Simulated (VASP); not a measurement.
Consider the following.

```xyz
2
Lattice="0.0000 2.6128 2.6128 2.6128 0.0000 2.6128 2.6128 2.6128 0.0000" Properties=species:S:1:pos:R:3 pbc="T T T"
Cu     3.9192     3.9192     3.9192
Cu     2.6128     2.6128     2.6128
```

Method: PBEsol GGA, VASP's PBE PAW potentials (set 64) (plane waves; VASP 6.6.1). Run with 400 eV cut-off, Gaussian smearing of 0.050 eV, potentials Cu.

Problem. Give the energies of bands 1 to 14 at the high-symmetry points, in eV from the Fermi level.

Solution. 
```
band      Γ      X      U      L      W
----  -----  -----  -----  -----  -----
1     -6.68  -3.48  -3.60  -4.08  -3.54
2     -3.20  -3.48  -3.34  -3.19  -3.54
3     -3.20  -3.15  -3.22  -3.19  -3.10
4     -3.20  -3.15  -3.18  -3.15  -3.10
5     -3.17  -2.76  -2.86  -3.06  -2.58
6     -3.17  -2.76  -2.39  -3.06  -2.58
7     -1.99  -2.17  -2.36  -1.75  -2.33
8     -1.99  -2.17  -2.20  -1.75  -2.33
9     -1.99  -1.26  -1.22  -1.72  -1.14
10    -1.26  -1.26  -1.13  -1.37  -1.14
11    -1.26   0.23   0.19  -1.37   0.64
12    10.21   0.23   0.60  -0.37   0.64
13    10.21   3.79   1.40   7.36   2.12
14    10.21   3.79   4.73   7.36   2.12
```

It has no gap at this level: it comes out as a metal or semimetal.

The structure was generated: Cu was put into the diamond type (Fd-3m), which need not be its known phase. It was relaxed first, which changed the volume by +12 %.
